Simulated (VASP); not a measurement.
An input for Ansatz (written as the equivalent of a VASP run, and not itself run):

Ansatz 0.2 input:
```yaml
crystal:
  lattice:
    - [0.0000000, 2.6564200, 2.6564200]
    - [2.6564200, 0.0000000, 2.6564200]
    - [2.6564200, 2.6564200, 0.0000000]
  atoms:
    - { symbol: Co, position: [0.0145830, 0.0025180, -0.0044570] }
    - { symbol: Si, position: [0.7449430, 0.7636580, 0.7461780] }
    - { symbol: Si, position: [0.2404730, 0.2338230, 0.2582790] }
kpoints:
  mp_grid: { grid: [9, 9, 9] }
hamiltonian:
  xc: pbesol
  pseudopotentials: { kind: paw }
scf:
  occupations: { method: fermi_dirac, width: 0.1 }
  max_iter: 100
output: { forces: true, stress: true, eigenvalues: true }
```

Task: Write the VASP files for the same calculation (PBEsol).

Result: Several could match; the one computed here: 
INCAR:
```
SYSTEM  =  CoSi2
PREC  =  Accurate; ENCUT  =  300; LREAL  =  .False.
LASPH  =  .True.
EDIFF  =  1E-6; NELM  =  100; ALGO  =  Normal
LMAXMIX  =  4
ISMEAR  =  -1; SIGMA  =  0.1
GGA  =  PS
ISIF  =  2
LWAVE  =  .False.; LCHARG  =  .False.
```

File KPOINTS:
```
Automatic mesh
0
Gamma
9 9 9
0 0 0
```

### POSCAR
```
CoSi2
1.0
  0.0000000000   2.6564200000   2.6564200000
  2.6564200000   0.0000000000   2.6564200000
  2.6564200000   2.6564200000   0.0000000000
Co Si
1 2
Direct
  0.0145830000   0.0025180000  -0.0044570000
  0.7449430000   0.7636580000   0.7461780000
  0.2404730000   0.2338230000   0.2582790000
```

POTCAR, in this order: Co Si (PBE.64 set). Program: vasp_std.

What does not carry over: each code has its own PAW files, so the cut-off isn't converted (ENCUT is set for VASP's; basis.ecutwfc is left out, and Ansatz then takes the one that its files recommend); Ansatz stops its SCF on the density residual and VASP on the energy change (EDIFF).

The structure comes from a computed database's CoSi2 entry; how it stands against other phases isn't given here. The cell was not relaxed at this level, atoms are displaced from their ideal sites. The run is one of a series of settings (GGA = PS against the base run), some of them coarse on purpose.
